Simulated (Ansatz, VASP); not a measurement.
# Cross-check of ZnO (zincite) between VASP and Ansatz, part 2 of 3

Aim: how closely do two programs agree when they are given the same cell, functional and k mesh? The cell is taken from a series of runs on this material, whose earlier steps may have relaxed, scaled, displaced or heated it; both programs get it as it stands.

VASP 6.6.1 and Ansatz 0.2.0.

So far: The structure; Ansatz: zone-centre phonons, LDA.

## Step 3: VASP: zone-centre phonons, LDA

Level of this step: LDA; plane waves and PAW (O, Zn) (VASP).

The same cell, functional (in two slightly different forms) and mesh now go to VASP, with its own data sets.

Lines of VASP's logs that name or quote its potential files are left out, and so is its time.

Contents of INCAR:

```
SYSTEM = ZnO
PREC = Accurate
ENCUT = 600
EDIFF = 1E-08
NELM = 120
ISMEAR = 0
SIGMA = 0.01
LREAL = .FALSE.
ALGO = Normal
GGA = PW92
NBANDS = 24
LORBIT = 11
LWAVE = .FALSE.
LCHARG = .FALSE.
ISIF = 2
IBRION = 8
LEPSILON = .TRUE.
LASPH = .TRUE.
GGA_COMPAT = .FALSE.
EFERMI = MIDGAP
KPAR = 2
```

Contents of POSCAR:

```
ZnO
1.0
    3.0983515224      0.0000000000      0.0000000000
   -1.5491757612      2.6832511283      0.0000000000
    0.0000000000      0.0000000000      5.0167714763
O Zn
2 2
Direct
    0.6666666667      0.3333333333      0.3783946410
    0.3333333333      0.6666666667      0.8783946410
    0.3333333333      0.6666666667      0.5006153590
    0.6666666667      0.3333333333      0.0006153590
```

Contents of KPOINTS:

```
Automatic mesh
0
Gamma
15 15 10
0 0 0
```

PAW data sets: O and Zn (LDA family, release 64).

Launch:

```bash
$ mpirun -np 2 vasp_std
```

The log of the run:

```text
[banner, memory and clock lines left out]
running    2 mpi-ranks, on    1 nodes
 distrk:  each k-point on    1 cores,    2 groups
 distr:  one band on    1 cores,    1 groups

 POSCAR found type information on POSCAR O Zn
 POSCAR found :  2 types and       4 ions
|                                                                             |
|               ----> ADVICE to this user running VASP <----                  |
|                                                                             |
|     You enforced a specific xc type in the INCAR file but a different       |
|     [... a line on the potential file left out ...]
|     I HOPE YOU KNOW WHAT YOU ARE DOING!                                     |
|                                                                             |

 LDA part: xc-table for (Slater(with rela. corr.)+PW92), standard interpolation
 POSCAR, INCAR and KPOINTS ok, starting setup
 FFT: planning ... GRIDC
 FFT: planning ... GRID_SOFT
 FFT: planning ... GRID
 WAVECAR not read
 entering main loop
       N       E                     dE             d eps       ncg     rms          rms(c)
DAV:   1     0.297976010176E+03    0.29798E+03   -0.20438E+04  7968   0.252E+03
DAV:   2     0.415648734205E+01   -0.29382E+03   -0.27881E+03  8304   0.462E+02
DAV:   3    -0.237171369433E+02   -0.27874E+02   -0.27649E+02  8912   0.147E+02
DAV:   4    -0.241517240697E+02   -0.43459E+00   -0.43429E+00  8904   0.189E+01
DAV:   5    -0.241542976329E+02   -0.25736E-02   -0.25735E-02  8936   0.142E+00    0.182E+01
DAV:   6    -0.208807111545E+02    0.32736E+01   -0.79989E+00 13048   0.643E+01    0.119E+01
DAV:   7    -0.210307465609E+02   -0.15004E+00   -0.26124E+00  7792   0.173E+01    0.668E+00
DAV:   8    -0.210168019891E+02    0.13945E-01   -0.57104E-01 11352   0.729E+00    0.162E+00
DAV:   9    -0.209685911558E+02    0.48211E-01   -0.11666E-01 12136   0.675E+00    0.296E-01
DAV:  10    -0.209712328664E+02   -0.26417E-02   -0.38923E-02  7904   0.142E+00    0.122E-01
DAV:  11    -0.209710394564E+02    0.19341E-03   -0.87311E-04 11992   0.448E-01    0.217E-02
DAV:  12    -0.209710556729E+02   -0.16216E-04   -0.84976E-05 11344   0.203E-01    0.163E-02
DAV:  13    -0.209710528735E+02    0.27994E-05   -0.79266E-06 11608   0.744E-02    0.633E-03
DAV:  14    -0.209710528716E+02    0.19372E-08   -0.33120E-06  8192   0.137E-02    0.271E-03
DAV:  15    -0.209710527673E+02    0.10424E-06   -0.47462E-07 10912   0.908E-03    0.549E-04
DAV:  16    -0.209710527616E+02    0.56762E-08   -0.13883E-08  5712   0.231E-03
   1 F= -.20971053E+02 E0= -.20971053E+02  d E =0.000000E+00
 Linear response reoptimize wavefunctions to high precision
DAV:   1    -0.209710527616E+02    0.20009E-10   -0.99224E-09  7616   0.118E-03
DAV:   2    -0.209710527618E+02   -0.19918E-09   -0.18572E-09  4208   0.406E-04
DAV:   3    -0.209710527618E+02   -0.18190E-11   -0.13896E-10  4232   0.943E-05
 Linear response G [H, r] |phi>, progress :
  Direction:   1
       N       E                     dE             d eps       ncg     rms
 LRF_COMMUTATOR internal error: the vector H(1)-e(1) S(1) |phi(0)> is not orthog
 onal to |phi(0)> (1.079272574268722E-004,-2.643892049736252E-014)
RMM:   1    -0.886322223119E+02   -0.88632E+02    0.43341E+02 16095   0.122E+02
 LRF_COMMUTATOR internal error: the vector H(1)-e(1) S(1) |phi(0)> is not orthog
 onal to |phi(0)> (-1.075046576441072E-004,-8.145741026144293E-014)
 LRF_COMMUTATOR internal error: the vector H(1)-e(1) S(1) |phi(0)> is not orthog
 onal to |phi(0)> (1.075043420656037E-004,-6.994405055138486E-014)
 LRF_COMMUTATOR internal error: the vector H(1)-e(1) S(1) |phi(0)> is not orthog
 onal to |phi(0)> (1.206050405993947E-004,-1.627897035921810E-014)
 LRF_COMMUTATOR internal error: the vector H(1)-e(1) S(1) |phi(0)> is not orthog
 onal to |phi(0)> (-1.027754079319376E-004,-7.466249840604178E-015)
 LRF_COMMUTATOR internal error: the vector H(1)-e(1) S(1) |phi(0)> is not orthog
 onal to |phi(0)> (1.027754076659317E-004,-4.276093368282829E-015)
RMM:   2    -0.926056777155E+02   -0.39735E+01   -0.11615E+01 11063   0.400E+01
 LRF_COMMUTATOR internal error: the vector H(1)-e(1) S(1) |phi(0)> is not orthog
 onal to |phi(0)> (1.206050405941628E-004,-1.889379494871002E-014)
 LRF_COMMUTATOR internal error: the vector H(1)-e(1) S(1) |phi(0)> is not orthog
 onal to |phi(0)> (-1.027754079364618E-004,-2.265548859625710E-015)
 LRF_COMMUTATOR internal error: the vector H(1)-e(1) S(1) |phi(0)> is not orthog
 onal to |phi(0)> (1.027754076677366E-004,-9.462916561453483E-016)
 LRF_COMMUTATOR internal error: the vector H(1)-e(1) S(1) |phi(0)> is not orthog
 onal to |phi(0)> (-1.075046575941298E-004,-7.086865816408050E-014)
 LRF_COMMUTATOR internal error: the vector H(1)-e(1) S(1) |phi(0)> is not orthog
 onal to |phi(0)> (1.075043419992237E-004,-7.728713502519469E-014)
[...]
dielectric tensor                  component  3 :    -0.466    -0.366     4.943
 Linear response to external field, progress :
  Direction:   1
       N       E                     dE             d eps       ncg     rms          rms(c)
RMM:   1    -0.396458696127E+00   -0.39646E+00   -0.14313E+00 36551   0.513E+00
RMM:   2    -0.449652631750E+00   -0.53194E-01   -0.13749E-02 47549   0.125E+00    0.989E-01
RMM:   3    -0.442311047973E+00    0.73416E-02   -0.58812E-03 46616   0.527E-01    0.559E-01
[...]
RMM:   7    -0.454409929852E+00   -0.10027E-03   -0.87495E-07 13069   0.685E-03    0.189E-03
RMM:   8    -0.454397449307E+00    0.12481E-04    0.24097E-08 13211   0.201E-03    0.264E-04
RMM:   9    -0.454397467549E+00   -0.18242E-07    0.13228E-08 13517   0.487E-04    0.111E-04
RMM:  10    -0.454397792283E+00   -0.32473E-06    0.17907E-09 11135   0.146E-04    0.173E-05
RMM:  11    -0.454397706725E+00    0.85558E-07   -0.18080E-09  5761   0.419E-05    0.696E-06
 change of polarisation eV/A/(eV/A) component  3 :    -0.106    -0.083     0.876
 dielectric tensor                  component  3 :    -0.459    -0.361     4.800
 Linear response DOF=           4
 Linear response progress:
  Degree of freedom:   1/  4
       N       E                     dE             d eps       ncg     rms          rms(c)
RMM:   1    -0.360788772442E+00   -0.36079E+00    0.58611E-01120854   0.443E+00
RMM:   2    -0.350573339929E+00    0.10215E-01   -0.11890E-02 76676   0.122E+00    0.287E-01
RMM:   3    -0.351940723672E+00   -0.13674E-02   -0.11770E-03 90542   0.272E-01    0.158E-01
RMM:   4    -0.353443788610E+00   -0.15031E-02   -0.35793E-04 78460   0.121E-01    0.209E-02
RMM:   5    -0.353461155140E+00   -0.17367E-04   -0.16981E-05 94742   0.292E-02    0.432E-03
RMM:   6    -0.353353245545E+00    0.10791E-03   -0.14696E-06 79422   0.846E-03    0.102E-03
RMM:   7    -0.353354984465E+00   -0.17389E-05   -0.14977E-07 96450   0.226E-03    0.336E-04
RMM:   8    -0.353352175496E+00    0.28090E-05    0.56770E-09 94028   0.446E-04    0.657E-05
RMM:   9    -0.353351065322E+00    0.11102E-05   -0.19901E-09 87415   0.119E-04    0.207E-05
RMM:  10    -0.353351425037E+00   -0.35971E-06   -0.39978E-09 85945   0.563E-05    0.512E-06
RMM:  11    -0.353351531874E+00   -0.10684E-06   -0.94733E-09 95461   0.260E-05    0.260E-06
RMM:  12    -0.353351524121E+00    0.77526E-08   -0.10942E-08 83020   0.140E-05    0.620E-07
 first order change of Fermi-energy  -0.11305E+00
 force on displaced ion       1 direction 1 : -12.488  -0.000   0.000
 Born effective charge ion    1 direction 1 :  -2.024  -0.000   0.000
 Linear response progress:
  Degree of freedom:   2/  4
       N       E                     dE             d eps       ncg     rms          rms(c)
RMM:   1    -0.381820972483E+00   -0.38182E+00    0.59693E-01 25484   0.436E+00
RMM:   2    -0.370920400980E+00    0.10901E-01   -0.11926E-02 16015   0.123E+00    0.420E-01
RMM:   3    -0.372039824952E+00   -0.11194E-02   -0.16249E-03 17594   0.314E-01    0.211E-01
RMM:   4    -0.373281871772E+00   -0.12420E-02   -0.45602E-04 16390   0.147E-01    0.515E-02
RMM:   5    -0.373453517980E+00   -0.17165E-03   -0.31737E-05 19688   0.375E-02    0.120E-02
RMM:   6    -0.373302931384E+00    0.15059E-03   -0.10600E-05 17645   0.215E-02    0.394E-03
RMM:   7    -0.373318641939E+00   -0.15711E-04   -0.13131E-07 17601   0.638E-03    0.101E-03
RMM:   8    -0.373330756476E+00   -0.12115E-04   -0.27999E-07 18100   0.270E-03    0.610E-04
RMM:   9    -0.373322695937E+00    0.80605E-05    0.78917E-08 16255   0.921E-04    0.909E-05
RMM:  10    -0.373322218374E+00    0.47756E-06    0.10351E-08 20352   0.241E-04    0.554E-05
RMM:  11    -0.373322304561E+00   -0.86187E-07    0.17730E-09 17524   0.867E-05    0.165E-05
RMM:  12    -0.373322245503E+00    0.59058E-07   -0.87391E-09 20240   0.314E-05    0.597E-06
RMM:  13    -0.373322297953E+00   -0.52450E-07    0.13395E-09 18635   0.174E-05    0.168E-06
RMM:  14    -0.373322313534E+00   -0.15580E-07    0.91883E-10 17791   0.115E-05    0.369E-07
RMM:  15    -0.373322314162E+00   -0.62890E-09   -0.11994E-09 10293   0.922E-06    0.191E-07
 first order change of Fermi-energy   0.20035E+00
 force on displaced ion       1 direction 3 :  -0.000   0.000 -16.678
 Born effective charge ion    1 direction 3 :   0.000  -0.000  -2.080
 Linear response progress:
  Degree of freedom:   3/  4
       N       E                     dE             d eps       ncg     rms          rms(c)
RMM:   1    -0.210950080120E+00   -0.21095E+00    0.49053E-02101474   0.284E+00
RMM:   2    -0.208429699966E+00    0.25204E-02   -0.43235E-03 79527   0.682E-01    0.267E-01
RMM:   3    -0.208275759774E+00    0.15394E-03   -0.22709E-04 93895   0.114E-01    0.159E-01
RMM:   4    -0.207944928018E+00    0.33083E-03   -0.14677E-05 86948   0.353E-02    0.382E-03
RMM:   5    -0.207937369592E+00    0.75584E-05   -0.14144E-06 97679   0.754E-03    0.140E-03
RMM:   6    -0.207938343406E+00   -0.97381E-06   -0.14285E-07 90148   0.237E-03    0.268E-04
RMM:   7    -0.207938238856E+00    0.10455E-06    0.31874E-08 98512   0.501E-04    0.136E-04
RMM:   8    -0.207937894789E+00    0.34407E-06    0.50744E-08 97409   0.197E-04    0.330E-05
RMM:   9    -0.207937929496E+00   -0.34708E-07    0.46195E-08 97859   0.574E-05    0.847E-06
RMM:  10    -0.207937888796E+00    0.40701E-07    0.22512E-08 96985   0.181E-05    0.239E-06
RMM:  11    -0.207937884015E+00    0.47802E-08    0.61187E-09 86247   0.945E-06    0.336E-07
 first order change of Fermi-energy   0.16488E+00
 force on displaced ion       3 direction 1 : -11.820   0.001  -0.000
 Born effective charge ion    3 direction 1 :   2.023  -0.000  -0.000
 Linear response progress:
  Degree of freedom:   4/  4
       N       E                     dE             d eps       ncg     rms          rms(c)
RMM:   1    -0.224306903287E+00   -0.22431E+00    0.49026E-02 21454   0.293E+00
RMM:   2    -0.218704628544E+00    0.56023E-02   -0.50505E-03 16663   0.775E-01    0.260E-01
RMM:   3    -0.218417257900E+00    0.28737E-03   -0.38630E-04 18966   0.145E-01    0.156E-01
RMM:   4    -0.217966448181E+00    0.45081E-03   -0.23016E-04 19694   0.101E-01    0.230E-02
RMM:   5    -0.217939130343E+00    0.27318E-04    0.69025E-06 19794   0.190E-02    0.562E-03
RMM:   6    -0.217949739888E+00   -0.10610E-04   -0.13486E-06 20864   0.639E-03    0.243E-03
RMM:   7    -0.217953275197E+00   -0.35353E-05    0.17605E-06 18467   0.270E-03    0.796E-04
RMM:   8    -0.217953857840E+00   -0.58264E-06   -0.28693E-08 20596   0.966E-04    0.203E-04
RMM:   9    -0.217953699214E+00    0.15863E-06   -0.14474E-07 20238   0.302E-04    0.620E-05
RMM:  10    -0.217953774552E+00   -0.75338E-07    0.52803E-08 19970   0.895E-05    0.165E-05
RMM:  11    -0.217953782970E+00   -0.84182E-08   -0.31373E-08 19790   0.430E-05    0.300E-06
 first order change of Fermi-energy  -0.20050E+00
 force on displaced ion       3 direction 3 :   0.000  -0.000 -16.547
 Born effective charge ion    3 direction 3 :   0.000   0.000   2.080
 Born effective charges drift removed
 Linear response finished
```

[end of part 2 of 3]

[Lines on the potential files, build, host, timing and source positions are cut from VASP's logs without a mark.]

[Logs are printed without paths, hosts, clocks, repeated set-up lines and the standing remarks that a program may print on its own settings, such as how far it seeks lower states.]

[Hosts, paths, dates, database ids (printed as entryN), source tags and the programs' standing remarks are cut or masked in the printed files.]
